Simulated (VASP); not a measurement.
The system is HPbNO4.

```
H Pb N O
1.0
     4.92453    0.00000    0.00000
     0.00000    5.59720    0.00000
     0.00000    0.00000    7.24347
H Pb N O
2 2 2 8
Direct
  0.00000 0.50000 0.19317
  0.50000 0.00000 0.80683
  0.50000 0.50000 0.95257
  0.00000 0.00000 0.04743
  0.00000 0.00000 0.63654
  0.50000 0.50000 0.36346
  0.00000 0.50000 0.05860
  0.50000 0.00000 0.94140
  0.00000 0.19569 0.72995
  0.00000 0.80431 0.72995
  0.00000 0.00000 0.46750
  0.50000 0.69569 0.27005
  0.50000 0.30431 0.27005
  0.50000 0.50000 0.53250
```

The cell was built by a generator and needn't be a form met in nature.

- Program: VASP 6.6.1
- Task: relaxation of cell and atoms
- Functional: BLYP
- Potentials or basis: VASP PAW PBE potentials, release 64 (H, Pb_d, N, O)
- Cutoff: 600 eV
- k mesh: 6 × 5 × 4
- Occupations: fermi-dirac, width 0.05 eV
- Spin: no spin polarisation

At the start: pressure 3.2 GPa; volume 14.26 Å³/atom.

**Question.** Where does the relaxation end?

**Answer.** Over 36 steps the energy falls by 5.5 meV/atom and the volume is 14.81 Å³/atom (+3.9 %); space group Pmmn (No. 59, to 0.05 Å).

The path:
| step | energy change (eV) | largest force (eV/Å) | pressure (GPa) | volume (Å³) |
| --- | --- | --- | --- | --- |
| 1 | 0.0000 | 1.0371 | 3.21 | 199.66 |
| 2 | 0.3621 | 3.2533 | -5.44 | 208.03 |
| 3 | -0.0505 | 0.4171 | 0.66 | 201.70 |
| 4 | -0.0506 | 0.4043 | 0.73 | 201.63 |
| 5 | -0.0420 | 1.1062 | 0.31 | 204.12 |
| 6 | -0.0593 | 0.2478 | 0.53 | 202.67 |
| 7 | -0.0712 | 0.0678 | 0.15 | 204.92 |
| 8 | -0.0720 | 0.0661 | 0.05 | 205.57 |
| 9 | -0.0720 | 0.0659 | 0.04 | 205.65 |
| 10 | -0.0724 | 0.1303 | 0.04 | 205.89 |
| 11 | -0.0724 | 0.0873 | 0.04 | 205.82 |
| 12 | -0.0729 | 0.0773 | 0.03 | 205.95 |
| 13 | -0.0739 | 0.0577 | 0.02 | 206.33 |
| 14 | -0.0737 | 0.2188 | -0.01 | 207.08 |
| 15 | -0.0742 | 0.1275 | -0.01 | 206.66 |
| 16 | -0.0746 | 0.0584 | 0.02 | 206.84 |
| 17 | -0.0746 | 0.0669 | 0.02 | 206.88 |
| 18 | -0.0749 | 0.0311 | -0.04 | 206.97 |
| 19 | -0.0749 | 0.0373 | -0.06 | 207.01 |
| 20 | -0.0750 | 0.0308 | -0.01 | 207.00 |
| 21 | -0.0751 | 0.0478 | 0.06 | 206.98 |
| 22 | -0.0752 | 0.0482 | 0.05 | 206.99 |
| 23 | -0.0755 | 0.0484 | 0.04 | 207.01 |
| 24 | -0.0759 | 0.0490 | 0.03 | 207.07 |
| 25 | -0.0764 | 0.0800 | -0.01 | 207.18 |
| 26 | -0.0761 | 0.1677 | -0.07 | 207.39 |
| 27 | -0.0765 | 0.1098 | -0.03 | 207.25 |
| 28 | -0.0766 | 0.0938 | -0.02 | 207.26 |
| 29 | -0.0769 | 0.0492 | 0.00 | 207.29 |
| 30 | -0.0771 | 0.0417 | 0.04 | 207.35 |
| 31 | -0.0771 | 0.0286 | 0.04 | 207.33 |
| 32 | -0.0771 | 0.0284 | 0.04 | 207.34 |
| 33 | -0.0771 | 0.0330 | 0.04 | 207.34 |
| 34 | -0.0771 | 0.0278 | 0.04 | 207.34 |
| 35 | -0.0771 | 0.0236 | 0.03 | 207.35 |
| 36 | -0.0771 | 0.0140 | 0.01 | 207.39 |

Final structure:
```
H Pb N O
1.0
     4.98133    0.00000    0.00000
     0.00000    5.72283    0.00000
     0.00000    0.00000    7.27488
H Pb N O
2 2 2 8
Direct
  0.00000 0.50000 0.19120
  0.50000 0.00000 0.80880
  0.50000 0.50000 0.95197
  0.00000 0.00000 0.04803
  0.00000 0.00000 0.63249
  0.50000 0.50000 0.36751
  0.00000 0.50000 0.05691
  0.50000 0.00000 0.94309
  0.00000 0.19344 0.72666
  0.00000 0.80656 0.72666
  0.00000 0.00000 0.46219
  0.50000 0.69344 0.27334
  0.50000 0.30656 0.27334
  0.50000 0.50000 0.53781
```

Caveat: the standard files for N, O and F lose accuracy on very short bonds; the PAW data sets were made with another functional, which shifts forces and pressure a little.
